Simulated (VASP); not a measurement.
Input:

```yaml
crystal:
  lattice:
    - [5.83992, 0.00000, 0.00000]
    - [0.00000, 5.83992, 0.00000]
    - [0.00000, 0.00000, 5.83992]
  atoms:
    - { symbol: In, position: [0.00000, 0.00000, 0.00000] }
    - { symbol: As, position: [0.26052, 0.26052, 0.26052] }
    - { symbol: As, position: [0.73948, 0.73948, 0.26052] }
    - { symbol: As, position: [0.73948, 0.26052, 0.73948] }
    - { symbol: As, position: [0.26052, 0.73948, 0.73948] }
    - { symbol: Al, position: [0.50000, 0.50000, 0.00000] }
    - { symbol: Al, position: [0.50000, 0.00000, 0.50000] }
    - { symbol: Al, position: [0.00000, 0.50000, 0.50000] }
```

Level of theory: HSE06 screened hybrid, VASP's PBE PAW potentials (set 64) (plane waves; VASP). Numerical set-up: 400 eV cut-off, 4×4×4 Γ-centred mesh, Gaussian smearing of 0.050 eV, potentials In_d As Al.

Unless said otherwise, spin-orbit coupling is left out, though it shifts the bands of the heavy elements here.

Q: What does the run give for the energy per atom (σ→0), pressure, largest force, band gap (over the mesh, the named points and PBE's band edges) with the smallest direct gap where there is one?

A: 
- band gap (over the mesh, the named points and PBE's band edges) = 1.94 eV
- smallest direct gap (over the mesh, the named points and PBE's band edges) = 1.94 eV
- energy per atom (σ→0) = -5.266 eV/atom
- pressure = -2.21 GPa
- largest force = 0.00211 Ry/bohr

The absolute energy has meaning only against runs of the same code, potentials and settings.

The structure was generated: Al3InAs4 was put into an ordered model structure (P-43m), which need not be its known phase. It was relaxed first.
